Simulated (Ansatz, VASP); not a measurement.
# SnO2 (Cassiterite) in two plane-wave programs

Wanted: the spread between two codes on one cell, functional and k mesh. The cell is taken from a series of runs on this material, whose earlier steps may have relaxed, scaled, displaced or heated it; both programs get it as it stands.

Program: Ansatz 0.2.0. Level of theory: plane waves, with VASP 6.6.1 beside it; relaxation of cell and atoms at PBE with D3(BJ). Results are calculated unless marked as measured.

### Step 1. The starting structure

Symmetry: P4_2/mnm, No. 136, tetragonal system. Conventional cell: a = 4.793 Å, b = 4.793 Å, c = 3.230 Å, α = 90.00°, β = 90.00°, γ = 90.00°. Sn has 6 O at 2.08 Å nearest. Nearest to O lie 3 Sn at 2.08 Å. Farther neighbours and most contacts between anions are not listed.

Coordinates:

```
Sn O
1.0
     4.79347    0.00000    0.00000
     0.00000    4.79347    0.00000
     0.00000    0.00000    3.22999
Sn O
2 4
Cartesian
  0.0000 0.0000 0.0000
  2.3967 2.3967 1.6150
  1.4678 1.4678 0.0000
  0.9289 3.8645 1.6150
  3.3257 3.3257 0.0000
  3.8645 0.9289 1.6150
```

### Step 2. VASP: relaxation of cell and atoms, PBE with D3(BJ)

The relaxed volume is the usual yardstick between codes: in a stiff, nearly cubic crystal its relative difference is about their pressure difference at one cell divided by the bulk modulus.

Lines of VASP's logs that name or quote its potential files are left out, and so is its time.

INCAR reads:

```
SYSTEM = SnO2
PREC = Accurate
ENCUT = 600
EDIFF = 1E-07
NELM = 120
ISMEAR = 0
SIGMA = 0.01
LREAL = .FALSE.
ALGO = Normal
GGA = PE
IVDW = 12
NBANDS = 32
LORBIT = 11
LWAVE = .FALSE.
LCHARG = .FALSE.
ISIF = 3
IBRION = 2
NSW = 80
EDIFFG = -0.005
LASPH = .TRUE.
GGA_COMPAT = .FALSE.
NELMIN = 4
EFERMI = MIDGAP
KPAR = 2
```

POSCAR reads:

```
SnO2
1.0
    4.7934740000      0.0000000000      0.0000000000
    0.0000000000      4.7934740000      0.0000000000
    0.0000000000      0.0000000000      3.2299910000
Sn O
2 4
Direct
    0.0000000000      0.0000000000      0.0000000000
    0.5000000000      0.5000000000      0.5000001548
    0.3062096509      0.3062096509      0.0000000000
    0.1937903491      0.8062096509      0.5000001548
    0.6937903491      0.6937903491      0.0000000000
    0.8062096509      0.1937903491      0.5000001548
```

KPOINTS reads:

```
Automatic mesh
0
Gamma
6 6 8
0 0 0
```

Potentials, in the order of the species: Sn_d and O (PBE family, release 64).

Run with:

```sh
mpirun -np 2 vasp_std
```

Numbers of over 12 decimals in the logs are rounded to 6 here.

Log:

```text
[banner, memory and clock lines left out]
running    2 mpi-ranks, on    1 nodes
 distrk:  each k-point on    1 cores,    2 groups
 distr:  one band on    1 cores,    1 groups

 POSCAR found type information on POSCAR SnO
 POSCAR found :  2 types and       6 ions
 LDA part: xc-table for (Slater+PW92), standard interpolation
 POSCAR, INCAR and KPOINTS ok, starting setup
 FFT: planning ... GRIDC
 FFT: planning ... GRID_SOFT
 FFT: planning ... GRID
 WAVECAR not read
 entering main loop
       N       E                     dE             d eps       ncg     rms          rms(c)
DAV:   1     0.673186737513E+03    0.67319E+03   -0.28335E+04  3512   0.274E+03
DAV:   2     0.616263784194E+02   -0.61156E+03   -0.58687E+03  3592   0.722E+02
DAV:   3    -0.380105516649E+02   -0.99637E+02   -0.98401E+02  3600   0.230E+02
DAV:   4    -0.433126588921E+02   -0.53021E+01   -0.52802E+01  3928   0.583E+01
DAV:   5    -0.434656941091E+02   -0.15304E+00   -0.15299E+00  3888   0.102E+01    0.158E+01
DAV:   6    -0.372203501871E+02    0.62453E+01   -0.22972E+01  5248   0.701E+01    0.587E+00
DAV:   7    -0.373343198336E+02   -0.11397E+00   -0.21046E+00  3568   0.838E+00    0.323E+00
DAV:   8    -0.373148044139E+02    0.19515E-01   -0.26532E-01  4720   0.497E+00    0.750E-01
DAV:   9    -0.373025374785E+02    0.12267E-01   -0.65827E-02  5120   0.364E+00    0.134E-01
DAV:  10    -0.373032807570E+02   -0.74328E-03   -0.49124E-03  4424   0.629E-01    0.445E-02
DAV:  11    -0.373033794687E+02   -0.98712E-04   -0.24824E-04  4864   0.156E-01    0.191E-02
DAV:  12    -0.373033835682E+02   -0.40995E-05   -0.24640E-05  3928   0.346E-02    0.149E-02
DAV:  13    -0.373033793597E+02    0.42085E-05   -0.15254E-05  4584   0.553E-02    0.200E-03
DAV:  14    -0.373033795163E+02   -0.15660E-06   -0.13453E-06  4088   0.917E-03    0.114E-03
DAV:  15    -0.373033795609E+02   -0.44605E-07   -0.32385E-08  2656   0.169E-03
   1 F= -.38592938E+02 E0= -.38592938E+02  d E =-.385929E+02
 curvature:   0.00 expect dE= 0.000E+00 dE for cont linesearch  0.000E+00
 trial: gam= 0.00000 g(F)=  0.391E-04 g(S)=  0.121E-02 ort = 0.000E+00 (trialstep = 0.100E+01)
 search vector abs. value=  0.125E-02
 bond charge predicted
       N       E                     dE             d eps       ncg     rms          rms(c)
DAV:   1    -0.373203988915E+02   -0.17019E-01   -0.27325E-01  4064   0.799E+00    0.691E-01
DAV:   2    -0.373120812957E+02    0.83176E-02   -0.23675E-02  4480   0.172E+00    0.251E-01
DAV:   3    -0.373103924890E+02    0.16888E-02   -0.33613E-03  4736   0.126E+00    0.754E-02
DAV:   4    -0.373101723816E+02    0.22011E-03   -0.59668E-04  4624   0.536E-01    0.152E-02
DAV:   5    -0.373101673883E+02    0.49933E-05   -0.17137E-04  3936   0.108E-01    0.704E-03
DAV:   6    -0.373101579594E+02    0.94288E-05   -0.75232E-06  4216   0.257E-02    0.380E-03
DAV:   7    -0.373101574984E+02    0.46105E-06   -0.52367E-07  3552   0.726E-03    0.153E-03
DAV:   8    -0.373101576581E+02   -0.15973E-06   -0.13563E-07  2600   0.572E-03    0.228E-04
DAV:   9    -0.373101576514E+02    0.67330E-08   -0.11087E-07  2456   0.321E-03
   2 F= -.38592774E+02 E0= -.38592774E+02  d E =0.164415E-03
 trial-energy change:    0.000164  1 .order    0.000134   -0.001253    0.001522
 step:   0.4356(harm=  0.4516)  dis= 0.00021  next Energy=   -38.593208 (dE=-0.270E-03)
 bond charge predicted
       N       E                     dE             d eps       ncg     rms          rms(c)
DAV:   1    -0.373099303955E+02    0.22726E-03   -0.86679E-02  4048   0.445E+00    0.391E-01
DAV:   2    -0.373072709868E+02    0.26594E-02   -0.75495E-03  4432   0.979E-01    0.142E-01
DAV:   3    -0.373067339324E+02    0.53705E-03   -0.10741E-03  4728   0.718E-01    0.426E-02
DAV:   4    -0.373066734666E+02    0.60466E-04   -0.18972E-04  4600   0.303E-01    0.864E-03
DAV:   5    -0.373066773639E+02   -0.38973E-05   -0.54670E-05  3944   0.612E-02    0.399E-03
DAV:   6    -0.373066790863E+02   -0.17224E-05   -0.24107E-06  4144   0.145E-02    0.212E-03
DAV:   7    -0.373066793089E+02   -0.22253E-06   -0.15768E-07  2960   0.406E-03    0.891E-04
DAV:   8    -0.373066792078E+02    0.10105E-06   -0.42487E-08  2128   0.314E-03    0.133E-04
DAV:   9    -0.373066792220E+02   -0.14201E-07   -0.47375E-08  1976   0.235E-03
   3 F= -.38593207E+02 E0= -.38593207E+02  d E =-.269446E-03
 curvature:  -0.23 expect dE=-0.454E-06 dE for cont linesearch -0.748E-07
 trial: gam=-0.01467 g(F)=  0.154E-06 g(S)=  0.186E-05 ort = 0.204E-04 (trialstep = 0.887E+00)
 search vector abs. value=  0.168E-05
 reached required accuracy - stopping structural energy minimisation
```

OUTCAR, selected parts (step 2):

```text
ion  position               nearest neighbor table
   1  0.000  0.000  0.000-   3 2.08   5 2.08   4 2.08   6 2.08   4 2.08   6 2.08   2 3.75   2 3.75
                             2 3.75   2 3.75   2 3.75   2 3.75   2 3.75   2 3.75
   2  0.500  0.500  0.500-   4 2.08   6 2.08   5 2.08   3 2.08   3 2.08   5 2.08   1 3.75   1 3.75
                             1 3.75   1 3.75   1 3.75   1 3.75   1 3.75   1 3.75
   3  0.306  0.306  0.000-   1 2.08   2 2.08   2 2.08
   4  0.194  0.806  0.500-   2 2.08   1 2.08   1 2.08
   5  0.694  0.694  0.000-   1 2.08   2 2.08   2 2.08
   6  0.806  0.194  0.500-   2 2.08   1 2.08   1 2.08

  LATTYP: Found a simple tetragonal cell.
 ALAT       =     4.7934740000
 C/A-ratio  =     0.6738309210

 Subroutine GETGRP returns: Found 16 space group operations
 (whereof  8 operations were pure point group operations)

The static configuration has the point symmetry D_2h.
 The point group associated with its full space group is D_4h.

 Found     50 irreducible k-points:

   k-points           NKPTS =     50   k-points in BZ     NKDIM =     50   number of bands    NBANDS=     32

   dimension x,y,z NGX =    40 NGY =   40 NGZ =   28
   dimension x,y,z NGXF=    80 NGYF=   80 NGZF=   56

   ENCUT  =  600.0 eV  44.10 Ry    6.64 a.u.   9.57  9.57  6.45*2*pi/ulx,y,z

   NELECT =      52.0000    total number of electrons

 k-points in reciprocal lattice and weights: Automatic mesh
   0.00000000  0.00000000  0.00000000       0.003
   0.16666667  0.00000000  0.00000000       0.014
   0.33333333  0.00000000  0.00000000       0.014
   0.50000000  0.00000000  0.00000000       0.007
   0.16666667  0.16666667  0.00000000       0.014
   0.33333333  0.16666667  0.00000000       0.028
   0.50000000  0.16666667  0.00000000       0.014
   0.33333333  0.33333333  0.00000000       0.014
   0.50000000  0.33333333  0.00000000       0.014
[...]
0.50000000  0.33333333  0.50000000       0.014
   0.50000000  0.50000000  0.50000000       0.003

 Edisp (eV)   -1.28262

 average (electrostatic) potential at core
       1 -99.8891       2 -99.8891       3 -68.2614       4 -68.2614       5 -68.2614
       6 -68.2614

 E-fermi :   6.0942

 k-point     1 :       0.0000    0.0000    0.0000
  band No.  band energies     occupation
    ...
     22       4.4323      2.00000
     23       4.4323      2.00000
     24       4.9464      2.00000
     25       4.9464      2.00000
     26       5.6946      2.00000
     27       6.4938      0.00000
     28      11.4887      0.00000
     29      11.7966      0.00000
     30      11.7966      0.00000
     31      15.8635      0.00000
    ...

 k-point     2 :       0.1667    0.0000    0.0000
  band No.  band energies     occupation
    ...
     22       4.3771      2.00000
     23       4.4402      2.00000
     24       4.4598      2.00000
     25       4.9634      2.00000
     26       5.5616      2.00000
     27       7.2285      0.00000
     28      11.2431      0.00000
     29      11.9231      0.00000
     30      12.0418      0.00000
     31      16.1166      0.00000
    ...

 k-point     3 :       0.3333    0.0000    0.0000
  band No.  band energies     occupation
    ...
     22       4.0661      2.00000
     23       4.4606      2.00000
     24       4.4865      2.00000
     25       5.0084      2.00000
     26       5.2746      2.00000
     27       8.4851      0.00000
     28      10.6698      0.00000
     29      12.2696      0.00000
     30      12.4171      0.00000
     31      16.2951      0.00000
    ...

 Edisp (eV)   -1.28653

  Total      -0.00391    -0.00391     0.01415     0.00000     0.00000     0.00000
  in kB      -0.08431    -0.08431     0.30481     0.00000     0.00000     0.00000
  external pressure =        0.05 kB  Pullay stress =        0.00 kB

  energy-cutoff  :      600.00
  volume of cell :       74.39
      direct lattice vectors                 reciprocal lattice vectors
     4.796432059  0.000000000  0.000000000     0.208488307  0.000000000  0.000000000
    -0.000000000  4.796432059  0.000000000    -0.000000000  0.208488307  0.000000000
     0.000000000  0.000000000  3.233364050     0.000000000  0.000000000  0.309275412

 POSITION                                       TOTAL-FORCE (eV/Angst)
 -----------------------------------------------------------------------------------
      0.00000      0.00000      0.00000        -0.000000     -0.000000      0.000000
      2.39822      2.39822      1.61668        -0.000000     -0.000000      0.000000
      1.46850      1.46850      0.00000         0.000631      0.000631      0.000000
      0.92971      3.86672      1.61668        -0.000631      0.000631      0.000000
      3.32793      3.32793      0.00000        -0.000631     -0.000631      0.000000
      3.86672      0.92971      1.61668         0.000631     -0.000631      0.000000
 -----------------------------------------------------------------------------------
    total drift:                                0.000000     -0.000000     -0.001205

  FREE ENERGIE OF THE ION-ELECTRON SYSTEM (eV)
  ---------------------------------------------------
  free  energy   TOTEN  =       -38.5932073907 eV

  energy  without entropy=      -38.5932073907  energy(sigma->0) =      -38.59320739

 reached required accuracy - stopping structural energy minimisation

 total charge
# of ion       s       p       d       tot
------------------------------------------
    1        0.880   1.044  10.343  12.267
    2        0.880   1.044  10.343  12.267
    3        1.557   3.493   0.000   5.050
    4        1.557   3.493   0.000   5.050
    5        1.557   3.493   0.000   5.050
    6        1.557   3.493   0.000   5.050
--------------------------------------------------
tot          7.988  16.059  20.686  44.733

[... 3 further parts left out ...]
```

CONTCAR:

```
SnO2
   1.00000000000000
     4.7964320586083327    0.0000000000000000    0.0000000000000000
    -0.0000000000000000    4.7964320586083327    0.0000000000000000
     0.0000000000000000    0.0000000000000000    3.2333640504453882
  Sn              O
     2     4
Direct
     0.0000000000000000    0.0000000000000000    0.0000000000000000
     0.5000000000000000    0.5000000000000000    0.5000001547999986
     0.3061654675751110    0.3061654675751110    0.0000000000000000
     0.1938345324248890    0.8061654675751110    0.5000001547999986
     0.6938345324248890    0.6938345324248890    0.0000000000000000
     0.8061654675751110    0.1938345324248890    0.5000001547999986
```

The run keeps the 16 symmetry operations of its start, so it cannot find a distortion of lower symmetry.

(Part 1 of 2 ends here.)

[Lines on the potential files, build, host, timing and source positions are cut from VASP's logs without a mark.]

[Logs are printed without paths, hosts, clocks, repeated set-up lines and the standing remarks that a program may print on its own settings, such as how far it seeks lower states.]

[Hosts, paths, dates, database ids (printed as entryN), source tags and the programs' standing remarks are cut or masked in the printed files.]
